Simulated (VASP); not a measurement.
Output of a VASP run:

File OUTCAR:
```
 ion  position               nearest neighbor table
   1  0.000  0.000  0.000-   2 2.50   3 2.50   2 2.50   3 2.50   3 2.50   3 2.50   2 2.50   2 2.50
                             3 2.50   3 2.50   2 2.50   2 2.50
   2  0.333  0.667  0.500-   3 1.78   3 1.78   3 1.78   1 2.50   1 2.50   1 2.50   1 2.50   1 2.50
                             1 2.50
   3  0.667  0.333  0.500-   2 1.78   2 1.78   2 1.78   1 2.50   1 2.50   1 2.50   1 2.50   1 2.50
                             1 2.50
  LATTYP: Found a hexagonal cell.
 ALAT       =     3.0912101750
 C/A-ratio  =     1.1346256170
 Subroutine PRICEL returns:
 Original cell was already a primitive cell.
 Subroutine GETGRP returns: Found 24 space group operations
The static configuration has the point symmetry D_6h.
The dynamic configuration has the point symmetry D_6h.
 Subroutine INISYM returns: Found 24 space group operations
 Subroutine IBZKPT returns following result:
 Found     80 irreducible k-points:

 Following reciprocal coordinates:
            Coordinates               Weight
  0.000000  0.000000  0.000000      1.000000
  0.090909  0.000000  0.000000      6.000000
  0.181818 -0.000000  0.000000      6.000000
  0.272727  0.000000  0.000000      6.000000
  0.363636  0.000000  0.000000      6.000000
  0.454545 -0.000000  0.000000      6.000000
  0.090909  0.090909  0.000000      6.000000
  0.181818  0.090909  0.000000     12.000000
  0.272727  0.090909  0.000000     12.000000
  0.363636  0.090909  0.000000     12.000000
  0.454545  0.090909  0.000000      6.000000
  0.181818  0.181818  0.000000      6.000000
  0.272727  0.181818  0.000000     12.000000
  0.363636  0.181818  0.000000     12.000000
  0.272727  0.272727  0.000000      6.000000
  0.363636  0.272727  0.000000      6.000000
  0.000000  0.000000  0.111111      2.000000
  0.090909  0.000000  0.111111     12.000000
  0.181818 -0.000000  0.111111     12.000000
  0.272727  0.000000  0.111111     12.000000
  0.363636  0.000000  0.111111     12.000000
  0.454545 -0.000000  0.111111     12.000000
  0.090909  0.090909  0.111111     12.000000
  0.181818  0.090909  0.111111     24.000000
  0.272727  0.090909  0.111111     24.000000
  0.363636  0.090909  0.111111     24.000000
  0.454545  0.090909  0.111111     12.000000
  0.181818  0.181818  0.111111     12.000000
  0.272727  0.181818  0.111111     24.000000
  0.363636  0.181818  0.111111     24.000000
  0.272727  0.272727  0.111111     12.000000
  0.363636  0.272727  0.111111     12.000000
  0.000000  0.000000  0.222222      2.000000
  0.090909  0.000000  0.222222     12.000000
  0.181818 -0.000000  0.222222     12.000000
  0.272727  0.000000  0.222222     12.000000
  0.363636  0.000000  0.222222     12.000000
  0.454545 -0.000000  0.222222     12.000000
  0.090909  0.090909  0.222222     12.000000
  0.181818  0.090909  0.222222     24.000000
   k-points           NKPTS =     80   k-points in BZ     NKDIM =     80   number of bands    NBANDS=     12
   number of dos      NEDOS =    301   number of ions     NIONS =      3
   total plane-waves  NPLWV =  16128
   dimension x,y,z NGX =    24 NGY =   24 NGZ =   28
   dimension x,y,z NGXF=    48 NGYF=   48 NGZF=   56
   ions per type =               1   2
   PREC   = accura    normal or accurate (medium, high low for compatibility)
   ISTART =      0    job   : 0-new  1-cont  2-samecut
   ICHARG =      2    charge: 1-file 2-atom 10-const
   ISPIN  =      1    spin polarized calculation?
   LNONCOLLINEAR =      F non collinear calculations
   LSORBIT =      F    spin-orbit coupling
   INIWAV =      1    electr: 0-lowe 1-rand  2-diag
   ENCUT  =  520.0 eV  38.22 Ry    6.18 a.u.   5.75  5.75  6.52*2*pi/ulx,y,z
   NELM   =    100;   NELMIN=  2; NELMDL= -5     # of ELM steps
   EDIFF  = 0.1E-06   stopping-criterion for ELM
   LREAL  =      F    real-space projection
   NLSPLINE    = F    spline interpolate recip. space projectors
   LMAXMIX     =    6 max onsite mixed and CHGCAR
...
```

File OSZICAR:
```
       N       E                     dE             d eps       ncg     rms          rms(c)
DAV:   1     0.365924214255E+02    0.36592E+02   -0.84341E+03  1920   0.127E+03
DAV:   2    -0.212833315782E+02   -0.57876E+02   -0.54311E+02  2416   0.243E+02
DAV:   3    -0.231501061921E+02   -0.18668E+01   -0.18130E+01  2540   0.332E+01
DAV:   4    -0.231653261768E+02   -0.15220E-01   -0.15204E-01  2380   0.321E+00
DAV:   5    -0.231654849189E+02   -0.15874E-03   -0.15871E-03  2524   0.267E-01    0.504E+01
DAV:   6    -0.201271622598E+02    0.30383E+01   -0.71680E+00  2308   0.178E+01    0.384E+01
DAV:   7    -0.200807668538E+02    0.46395E-01   -0.17903E+00  2432   0.932E+00    0.155E+01
DAV:   8    -0.200348088314E+02    0.45958E-01   -0.43660E-01  2280   0.483E+00    0.265E+00
DAV:   9    -0.200266738103E+02    0.81350E-02   -0.43730E-02  2272   0.159E+00    0.225E-01
DAV:  10    -0.200267757870E+02   -0.10198E-03   -0.11972E-03  2316   0.327E-01    0.425E-01
DAV:  11    -0.200268252145E+02   -0.49427E-04   -0.16250E-04  2360   0.138E-01    0.193E-01
DAV:  12    -0.200268210026E+02    0.42119E-05   -0.10209E-05  2348   0.346E-02    0.158E-02
DAV:  13    -0.200268216773E+02   -0.67479E-06   -0.29854E-06  2332   0.176E-02    0.176E-03
DAV:  14    -0.200268217125E+02   -0.35188E-07   -0.10306E-07  1672   0.342E-03
   1 F= -.20026822E+02 E0= -.20026700E+02  d E =-.200268E+02
       N       E                     dE             d eps       ncg     rms          rms(c)
DAV:   1    -0.200297869720E+02   -0.29653E-02   -0.16657E-01  2020   0.357E+00    0.467E-01
DAV:   2    -0.200287619823E+02    0.10250E-02   -0.21075E-03  2376   0.418E-01    0.210E-01
DAV:   3    -0.200283082968E+02    0.45369E-03   -0.47713E-04  2356   0.179E-01    0.657E-02
DAV:   4    -0.200282872348E+02    0.21062E-04   -0.59781E-05  2556   0.662E-02    0.375E-02
DAV:   5    -0.200282874500E+02   -0.21517E-06   -0.33515E-06  2224   0.155E-02    0.153E-02
DAV:   6    -0.200282878446E+02   -0.39464E-06   -0.26106E-07  2244   0.519E-03    0.436E-03
DAV:   7    -0.200282878986E+02   -0.54042E-07   -0.39139E-08  1164   0.184E-03
   2 F= -.20028288E+02 E0= -.20028234E+02  d E =-.146619E-02
```

File OUTCAR:
```
------------------------ aborting loop because EDIFF is reached ----------------------------------------
  FORCE on cell =-STRESS in cart. coord.  units (eV):
  Direction    XX          YY          ZZ          XY          YZ          ZX
  --------------------------------------------------------------------------------------
  Total        2.9527068      2.9527074      2.9860290      0.0000000      0.0000000     -0.0000000
  in kB      162.9904326    162.9904635    164.8298289      0.0000000      0.0000000     -0.0000000
  external PRESSURE =     163.6035750 kB  Pullay stress =       0.0000000 kB
  volume of cell :       29.02
      direct lattice vectors                 reciprocal lattice vectors
     1.550093504 -2.684840960  0.000000000     0.322561187 -0.186230770 -0.000000000
     1.550093504  2.684840960 -0.000000000     0.322561187  0.186230770  0.000000000
     0.000000000 -0.000000000  3.487083474    -0.000000000  0.000000000  0.286772602
 POSITION                                       TOTAL-FORCE (eV/Angst)
 -----------------------------------------------------------------------------------
      1.55009     -2.68484      0.00000         0.000000      0.000000     -0.000000
      1.55009      0.89495      1.74354        -0.000000      0.000000      0.000000
      1.55009     -0.89495      1.74354        -0.000000     -0.000000     -0.000000
 -----------------------------------------------------------------------------------
    total drift:                                0.000000     -0.000000     -0.000000
  FREE ENERGIE OF THE ION-ELECTRON SYSTEM (eV)
  ---------------------------------------------------
  free  energy   TOTEN  =       -20.0282878986 eV

  energy  without entropy=      -20.0281250937  energy(sigma->0) =      -20.02823363

 reached required accuracy - stopping structural energy minimisation
```
(Selected blocks of OUTCAR.)

POSCAR:
```
HfB2
1
    1.5456049877    -2.6770665976     0.0000000000
    1.5456049877     2.6770665976     0.0000000000
    0.0000000000     0.0000000000     3.5073662520
Hf B
1 2
Direct
  0.0000000000   0.0000000000   0.0000000000
  0.3333330000   0.6666670000   0.5000000000
  0.6666670000   0.3333330000   0.5000000000
```

Reconstruct the remaining input files.

This is not unique; one that fits is the input of the run itself, vdW-DF2, plane waves, VASP's PBE PAW potentials (set 64).

KPOINTS:
```
Automatic
0
gamma
11 11 9
0 0 0
```

INCAR:
```
ALGO = Normal
LMAXMIX = 6   # l cut-off of mixed one-centre charges
AGGAC = 0.0
NSW = 30
LUSE_VDW = .TRUE.
ENCUT = 520   # plane-wave cut-off (eV)
LREAL = .FALSE.
LCHARG = .FALSE.
ISMEAR = 1
LWAVE = .FALSE.
ISIF = 4   # ions and shape, fixed volume
EDIFFG = -0.01   # ionic stop
NELM = 100
PREC = Accurate
SYSTEM = HfB2
IBRION = 2
SIGMA = 0.1   # width (eV)
EDIFF = 1E-7   # SCF stop (eV)
ZAB_VDW = -1.8867
GGA = ML
LASPH = .TRUE.   # aspherical one-centre terms
```

POTCAR, in this order: Hf_pv B (PBE.64 set). Program: vasp_std.

The compound is HfB2 in the AlB2 type structure. This cell is one point of a volume scan, at 0.94 of the reference volume. Symmetry was kept, so distortions that lower it aren't found.
